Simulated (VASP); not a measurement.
Data:

```xyz
2
Lattice="0.0000 3.4541 3.4541 3.4541 0.0000 3.4541 3.4541 3.4541 0.0000" Properties=species:S:1:pos:R:3 pbc="T T T"
In     3.4541     3.4541     0.0000
Sb     1.7270     1.7270     1.7270
```

Method: vdW-DF2, VASP's PBE PAW potentials (set 64) (plane waves; VASP). Run with 520 eV cut-off, 9×9×9 Γ-centred mesh, first-order Methfessel-Paxton smearing of 0.10 eV, potentials In_d Sb.

Question: The job: InSb (zinc blende), 2 atoms, vdW-DF2, static run, 520 eV, 9×9×9 Γ-centred mesh. Roughly how much core time does it take on a busy server core?

Answer: About 50 core-seconds (one run on a shared machine, a rough figure). It had 35 irreducible k-points, 13 bands, up to 2233 plane waves and 13 electronic steps.

The compound is InSb in the zinc blende structure. This cell is one point of a volume scan, at 1.03 of the reference volume.
